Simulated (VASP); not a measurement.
OSZICAR of a VASP run on PbO:

**OSZICAR**
```
       N       E                     dE             d eps       ncg     rms          rms(c)
DAV:   1    -0.227193310426E+02   -0.22719E+02   -0.20981E-03  1592   0.718E-01    0.199E-03
DAV:   2    -0.227193308479E+02    0.19478E-06   -0.96901E-07  1176   0.140E-02    0.112E-03
DAV:   3    -0.227193309518E+02   -0.10389E-06   -0.26087E-07  1160   0.713E-03    0.575E-04
DAV:   4    -0.227193309952E+02   -0.43457E-07   -0.77661E-08   904   0.445E-03
   1 F= -.22719331E+02 E0= -.22719331E+02  d E =-.214184E-12
```

**Question.** Which electronic solver shows in the log?

**Answer.** It is blocked Davidson (ALGO = Normal, or the opening steps of other solvers). The INCAR had ALGO = Normal.

**Question.** Can the final energy be trusted as converged?

**Answer.** Self-consistency was reached. It stopped with EDIFF = 1E-6, NELM = 100 (PBEsol GGA, plane waves, VASP's PBE PAW potentials (set 64)).

The cell is a sheet with vacuum, built from PbO (litharge).
